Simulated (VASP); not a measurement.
These are r2SCAN meta-GGA, VASP's PBE PAW potentials (set 64) (plane waves; VASP) values and carry that method's errors.

VASP input:

File POSCAR:
```
Si
1
   -0.0000000000     2.7198060285     2.7198060285
    2.7198060285    -0.0000000000     2.7198060285
    2.7198060285     2.7198060285     0.0000000000
Si
2
Direct
  0.0000000000   0.0000000000   0.0000000000
  0.2500000000   0.2500000000   0.2500000000
```

**INCAR**
```
SYSTEM  =  Si
PREC  =  Accurate; ENCUT  =  500; LREAL  =  .FALSE.
LASPH  =  .TRUE.
EDIFF  =  1E-6; NELM  =  100; ALGO  =  Normal
LMIXTAU  =  .TRUE.
ISMEAR  =  0; SIGMA  =  0.05
METAGGA  =  R2SCAN
IBRION  =  2; NSW  =  40; ISIF  =  3
EDIFFG  =  -0.02
LWAVE  =  .FALSE.; LCHARG  =  .FALSE.
```

**KPOINTS**
```
kpoints
0
gamma
8 8 8
0 0 0
```

POTCAR, in this order: Si (PBE.64 set). Program: vasp_std.

Output

**OSZICAR**
```
       N       E                     dE             d eps       ncg     rms          rms(c)
DAV:   1    -0.238597774672E+01   -0.23860E+01   -0.33968E+03   464   0.779E+02
DAV:   2    -0.185047519234E+02   -0.16119E+02   -0.15621E+02   736   0.822E+01
DAV:   3    -0.187135751599E+02   -0.20882E+00   -0.20882E+00   552   0.115E+01
DAV:   4    -0.187144939439E+02   -0.91878E-03   -0.91878E-03   752   0.832E-01
DAV:   5    -0.187144943949E+02   -0.45100E-06   -0.45102E-06   592   0.179E-02    0.601E+00
DAV:   6    -0.175417381358E+02    0.11728E+01   -0.14723E-01   560   0.303E+00    0.421E+00
DAV:   7    -0.184947020023E+02   -0.95296E+00   -0.62556E-01   496   0.408E+00    0.834E-01
DAV:   8    -0.175420461768E+02    0.95266E+00   -0.14611E-01   488   0.274E+00    0.423E-01
DAV:   9    -0.175211318144E+02    0.20914E-01   -0.64443E-02   504   0.216E+00    0.293E-01
DAV:  10    -0.175470723361E+02   -0.25941E-01   -0.23431E-02   464   0.145E+00    0.847E-02
DAV:  11    -0.175473199251E+02   -0.24759E-03   -0.26792E-04   712   0.160E-01    0.513E-02
DAV:  12    -0.175473451936E+02   -0.25269E-04   -0.18958E-04   488   0.174E-01    0.430E-02
DAV:  13    -0.175473018342E+02    0.43359E-04   -0.10799E-04   464   0.147E-01    0.178E-02
DAV:  14    -0.175473542085E+02   -0.52374E-04   -0.22403E-05   512   0.595E-02    0.112E-02
DAV:  15    -0.175473518952E+02    0.23133E-05   -0.12803E-06   608   0.155E-02    0.868E-03
DAV:  16    -0.175473524534E+02   -0.55828E-06   -0.21146E-07   336   0.482E-03
   1 F= -.17547352E+02 E0= -.17547352E+02  d E =-.175474E+02
```

**OUTCAR**
```
------------------------ aborting loop because EDIFF is reached ----------------------------------------
  FORCE on cell =-STRESS in cart. coord.  units (eV):
  Direction    XX          YY          ZZ          XY          YZ          ZX
  --------------------------------------------------------------------------------------
  Total        0.0049550      0.0049550      0.0049550     -0.0000000     -0.0000000     -0.0000000
  in kB        0.1972939      0.1972939      0.1972939     -0.0000000     -0.0000000     -0.0000000
  external PRESSURE =       0.1972939 kB  Pullay stress =       0.0000000 kB
  volume of cell :       40.24
      direct lattice vectors                 reciprocal lattice vectors
     0.000000000  2.719806028  2.719806028    -0.183836639  0.183836639  0.183836639
     2.719806028  0.000000000  2.719806028     0.183836639 -0.183836639  0.183836639
     2.719806028  2.719806028  0.000000000     0.183836639  0.183836639 -0.183836639
 POSITION                                       TOTAL-FORCE (eV/Angst)
 -----------------------------------------------------------------------------------
      0.00000      0.00000      0.00000         0.000000      0.000000      0.000000
      1.35990      1.35990      1.35990        -0.000000     -0.000000     -0.000000
 -----------------------------------------------------------------------------------
    total drift:                                0.000000      0.000000     -0.000000
  FREE ENERGIE OF THE ION-ELECTRON SYSTEM (eV)
  ---------------------------------------------------
  free  energy   TOTEN  =       -17.5473524534 eV

  energy  without entropy=      -17.5473524534  energy(sigma->0) =      -17.54735245

 reached required accuracy - stopping structural energy minimisation
```
(Selected blocks of OUTCAR.)

The compound is Si in the diamond structure. It was relaxed first.
